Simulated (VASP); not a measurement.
Level of theory: PBE GGA, VASP's PBE PAW potentials (set 64) (plane waves; VASP).

VASP input:

INCAR:
```
# general
SYSTEM  = SbAs
PREC    = Accurate
ENCUT   = 300
LREAL   = .FALSE.
LASPH   = .TRUE.

# electronic loop
EDIFF   = 1E-6
NELM    = 100
ALGO    = Normal
LMAXMIX = 4

# smearing
ISMEAR  = 0
SIGMA   = 0.272

# functional
GGA     = PE

# ions
IBRION  = 2
NSW     = 50
ISIF    = 3
EDIFFG  = -0.01

# output
LWAVE   = .FALSE.
LCHARG  = .FALSE.
```

File KPOINTS:
```
Automatic mesh
0
Gamma
  4 4 3
0 0 0
```

**POSCAR**
```
SbAs
1.0
  4.4912540000   0.0000000000   0.0000000000
  0.0000000000   4.4912540000   0.0000000000
  0.0000000000   0.0000000000   5.6593550000
As Sb
2 2
Cartesian
  2.2456270000   0.0000000000   1.3401352640
  0.0000000000   2.2456270000   4.3192197360
  0.0000000000   0.0000000000   0.0000000000
  2.2456270000   2.2456270000   0.0000000000
```

POTCAR, in this order: As Sb (PBE.64 set). Program: vasp_std.

Output of the run:

**OSZICAR**
```
...
DAV:   5    -0.167134986993E+02    0.98854E-07   -0.17797E-06   204   0.804E-03
  25 F= -.16713499E+02 E0= -.16675639E+02  d E =-.113976E-01
       N       E                     dE             d eps       ncg     rms          rms(c)
DAV:   1    -0.167373089492E+02   -0.23810E-01   -0.10254E+00   336   0.599E+00    0.282E-01
DAV:   2    -0.167401910172E+02   -0.28821E-02   -0.60137E-02   420   0.127E+00    0.116E-01
DAV:   3    -0.167399236386E+02    0.26738E-03   -0.93318E-04   356   0.202E-01    0.614E-02
DAV:   4    -0.167398262840E+02    0.97355E-04   -0.24814E-04   440   0.857E-02    0.125E-02
DAV:   5    -0.167398269896E+02   -0.70564E-06   -0.18579E-05   336   0.256E-02    0.711E-03
DAV:   6    -0.167398269236E+02    0.66029E-07   -0.15706E-06   234   0.808E-03
  26 F= -.16739827E+02 E0= -.16701669E+02  d E =-.377258E-01
       N       E                     dE             d eps       ncg     rms          rms(c)
DAV:   1    -0.167402387516E+02   -0.41176E-03   -0.40562E+00   336   0.120E+01    0.560E-01
DAV:   2    -0.167523107506E+02   -0.12072E-01   -0.25122E-01   420   0.257E+00    0.231E-01
DAV:   3    -0.167513963319E+02    0.91442E-03   -0.39126E-03   356   0.417E-01    0.123E-01
DAV:   4    -0.167510580025E+02    0.33833E-03   -0.96218E-04   398   0.170E-01    0.267E-02
DAV:   5    -0.167510613479E+02   -0.33454E-05   -0.84181E-05   366   0.540E-02    0.143E-02
DAV:   6    -0.167510622616E+02   -0.91371E-06   -0.67894E-06   378   0.160E-02
  27 F= -.16751062E+02 E0= -.16713571E+02  d E =-.489611E-01
       N       E                     dE             d eps       ncg     rms          rms(c)
DAV:   1    -0.167524722311E+02   -0.14109E-02   -0.39379E-01   342   0.370E+00    0.192E-01
DAV:   2    -0.167537971685E+02   -0.13249E-02   -0.23264E-02   420   0.792E-01    0.730E-02
DAV:   3    -0.167537338770E+02    0.63292E-04   -0.31340E-04   362   0.117E-01    0.389E-02
DAV:   4    -0.167537081467E+02    0.25730E-04   -0.77433E-05   392   0.488E-02    0.674E-03
DAV:   5    -0.167537093756E+02   -0.12289E-05   -0.55223E-06   372   0.139E-02    0.395E-03
DAV:   6    -0.167537099554E+02   -0.57986E-06   -0.49369E-07   204   0.458E-03
  28 F= -.16753710E+02 E0= -.16715835E+02  d E =-.516088E-01
       N       E                     dE             d eps       ncg     rms          rms(c)
DAV:   1    -0.167601106487E+02   -0.64013E-02   -0.18289E-01   342   0.235E+00    0.339E-01
DAV:   2    -0.167576998178E+02    0.24108E-02   -0.59704E-03   402   0.461E-01    0.175E-01
DAV:   3    -0.167564367083E+02    0.12631E-02   -0.25464E-03   342   0.261E-01    0.476E-02
DAV:   4    -0.167564036720E+02    0.33036E-04   -0.13534E-04   386   0.652E-02    0.221E-02
DAV:   5    -0.167563996962E+02    0.39758E-05   -0.16746E-05   384   0.247E-02    0.147E-02
DAV:   6    -0.167563986065E+02    0.10898E-05   -0.11909E-06   192   0.736E-03    0.119E-03
DAV:   7    -0.167563984565E+02    0.14996E-06   -0.22077E-07   192   0.312E-03
  29 F= -.16756398E+02 E0= -.16718205E+02  d E =-.268850E-02
       N       E                     dE             d eps       ncg     rms          rms(c)
DAV:   1    -0.167567148005E+02   -0.31619E-03   -0.68562E-03   342   0.452E-01    0.655E-02
DAV:   2    -0.167566209523E+02    0.93848E-04   -0.22476E-04   402   0.896E-02    0.339E-02
DAV:   3    -0.167565681542E+02    0.52798E-04   -0.96993E-05   372   0.508E-02    0.904E-03
DAV:   4    -0.167565667286E+02    0.14255E-05   -0.52316E-06   350   0.127E-02    0.416E-03
DAV:   5    -0.167565663864E+02    0.34226E-06   -0.62456E-07   168   0.497E-03
  30 F= -.16756566E+02 E0= -.16718438E+02  d E =-.285643E-02
       N       E                     dE             d eps       ncg     rms          rms(c)
DAV:   1    -0.167571121309E+02   -0.54540E-03   -0.13049E-02   336   0.596E-01    0.559E-02
DAV:   2    -0.167570041655E+02    0.10797E-03   -0.46019E-04   404   0.127E-01    0.328E-02
DAV:   3    -0.167569414437E+02    0.62722E-04   -0.16633E-04   360   0.686E-02    0.632E-03
DAV:   4    -0.167569417666E+02   -0.32296E-06   -0.11468E-05   402   0.198E-02    0.518E-03
DAV:   5    -0.167569416453E+02    0.12139E-06   -0.65528E-07   174   0.530E-03
  31 F= -.16756942E+02 E0= -.16718601E+02  d E =-.375259E-03
       N       E                     dE             d eps       ncg     rms          rms(c)
DAV:   1    -0.167590089582E+02   -0.20672E-02   -0.11665E-01   336   0.178E+00    0.167E-01
DAV:   2    -0.167580377720E+02    0.97119E-03   -0.41392E-03   404   0.382E-01    0.983E-02
DAV:   3    -0.167574829814E+02    0.55479E-03   -0.14867E-03   354   0.205E-01    0.191E-02
DAV:   4    -0.167574873581E+02   -0.43767E-05   -0.10352E-04   402   0.593E-02    0.154E-02
DAV:   5    -0.167574860933E+02    0.12648E-05   -0.65471E-06   380   0.160E-02    0.436E-03
DAV:   6    -0.167574863450E+02   -0.25177E-06   -0.10688E-06   192   0.620E-03
  32 F= -.16757486E+02 E0= -.16718523E+02  d E =-.919959E-03
       N       E                     dE             d eps       ncg     rms          rms(c)
DAV:   1    -0.167575261232E+02   -0.40030E-04   -0.23333E-03   336   0.252E-01    0.236E-02
DAV:   2    -0.167575065208E+02    0.19602E-04   -0.82336E-05   392   0.539E-02    0.140E-02
DAV:   3    -0.167574950335E+02    0.11487E-04   -0.30100E-05   360   0.292E-02    0.268E-03
DAV:   4    -0.167574950186E+02    0.14867E-07   -0.19573E-06   290   0.841E-03
  33 F= -.16757495E+02 E0= -.16718452E+02  d E =-.928632E-03
       N       E                     dE             d eps       ncg     rms          rms(c)
DAV:   1    -0.167576822186E+02   -0.18719E-03   -0.16726E-02   336   0.725E-01    0.348E-02
DAV:   2    -0.167577511079E+02   -0.68889E-04   -0.88755E-04   396   0.159E-01    0.142E-02
DAV:   3    -0.167577456177E+02    0.54902E-05   -0.14763E-05   372   0.244E-02    0.796E-03
DAV:   4    -0.167577452263E+02    0.39138E-06   -0.77788E-06   384   0.156E-02
  34 F= -.16757745E+02 E0= -.16718490E+02  d E =-.250208E-03
       N       E                     dE             d eps       ncg     rms          rms(c)
DAV:   1    -0.167577545066E+02   -0.88889E-05   -0.36119E-02   336   0.107E+00    0.516E-02
DAV:   2    -0.167578997460E+02   -0.14524E-03   -0.18978E-03   396   0.233E-01    0.208E-02
DAV:   3    -0.167578868358E+02    0.12910E-04   -0.32260E-05   372   0.361E-02    0.116E-02
DAV:   4    -0.167578852585E+02    0.15773E-05   -0.16762E-05   396   0.229E-02    0.381E-03
DAV:   5    -0.167578856451E+02   -0.38661E-06   -0.17202E-06   228   0.815E-03
  35 F= -.16757886E+02 E0= -.16718324E+02  d E =-.390626E-03
       N       E                     dE             d eps       ncg     rms          rms(c)
DAV:   1    -0.167580956309E+02   -0.21037E-03   -0.86063E-03   336   0.521E-01    0.449E-02
DAV:   2    -0.167580530534E+02    0.42578E-04   -0.45089E-04   396   0.116E-01    0.287E-02
DAV:   3    -0.167580160235E+02    0.37030E-04   -0.52103E-05   348   0.388E-02    0.759E-03
DAV:   4    -0.167580121487E+02    0.38748E-05   -0.66204E-06   372   0.140E-02    0.417E-03
DAV:   5    -0.167580120999E+02    0.48859E-07   -0.25116E-07   174   0.313E-03
  36 F= -.16758012E+02 E0= -.16718354E+02  d E =-.126455E-03
       N       E                     dE             d eps       ncg     rms          rms(c)
DAV:   1    -0.167580701765E+02   -0.58028E-04   -0.37108E-03   336   0.342E-01    0.294E-02
DAV:   2    -0.167580517197E+02    0.18457E-04   -0.19388E-04   396   0.760E-02    0.188E-02
DAV:   3    -0.167580353962E+02    0.16323E-04   -0.22609E-05   348   0.255E-02    0.496E-03
DAV:   4    -0.167580336329E+02    0.17633E-05   -0.27396E-06   280   0.916E-03    0.240E-03
DAV:   5    -0.167580335949E+02    0.38005E-07   -0.24044E-07   168   0.321E-03
  37 F= -.16758034E+02 E0= -.16718313E+02  d E =-.147950E-03
```

OUTCAR:
```
------------------------ aborting loop because EDIFF is reached ----------------------------------------
  FORCE on cell =-STRESS in cart. coord.  units (eV):
  Direction    XX          YY          ZZ          XY          YZ          ZX
  --------------------------------------------------------------------------------------
  Total       -0.0003750     -0.0003750     -0.0089420      0.0000000      0.0000000      0.0000000
  in kB       -0.0058168     -0.0058168     -0.1387124      0.0000000      0.0000000      0.0000000
  external PRESSURE =      -0.0501154 kB  Pullay stress =       0.0000000 kB
  volume of cell :      103.28
      direct lattice vectors                 reciprocal lattice vectors
     5.119651728  0.000000000  0.000000000     0.195325786  0.000000000  0.000000000
     0.000000000  5.119651728  0.000000000     0.000000000  0.195325786  0.000000000
     0.000000000 -0.000000000  3.940486091     0.000000000 -0.000000000  0.253775797
 POSITION                                       TOTAL-FORCE (eV/Angst)
 -----------------------------------------------------------------------------------
      2.55983     -0.00000      1.29236         0.000000      0.000000     -0.001199
      0.00000      2.55983      2.64812        -0.000000     -0.000000      0.001199
      0.00000      0.00000      0.00000        -0.000000     -0.000000      0.000000
      2.55983      2.55983      0.00000        -0.000000      0.000000      0.000000
 -----------------------------------------------------------------------------------
    total drift:                               -0.000000     -0.000000     -0.000000
  FREE ENERGIE OF THE ION-ELECTRON SYSTEM (eV)
  ---------------------------------------------------
  free  energy   TOTEN  =       -16.7580335949 eV

  energy  without entropy=      -16.6785933217  energy(sigma->0) =      -16.71831346

 reached required accuracy - stopping structural energy minimisation
```
(Selected blocks of OUTCAR.)

CONTCAR:
```
SbAs
   1.00000000000000
     5.1196517276312754    0.0000000000000000    0.0000000000000000
     0.0000000000000000    5.1196517276312754    0.0000000000000001
     0.0000000000000000   -0.0000000000000000    3.9404860907123505
  As              Sb
     2     2
Direct
     0.5000000000000000    0.0000000000000000    0.3279707263461564
     0.0000000000000000    0.5000000000000000    0.6720292736538439
     0.0000000000000000    0.0000000000000000    0.0000000000000000
     0.5000000000000000    0.5000000000000000    0.0000000000000000
```

Energy and stress use the plane-wave basis of the starting cell.

The structure was generated: SbAs was put into an ordered model structure, which need not be its known phase. This run relaxes it. Symmetry was kept, so distortions that lower it aren't found. The k-mesh is coarse (spacing up to 0.53 per Å, 2π included), so the numbers may not be converged in it. The run is one of a series of settings (EDIFFG = -0.01, IBRION = 2, ISIF = 3, NSW = 50 against the base run), some of them coarse on purpose.
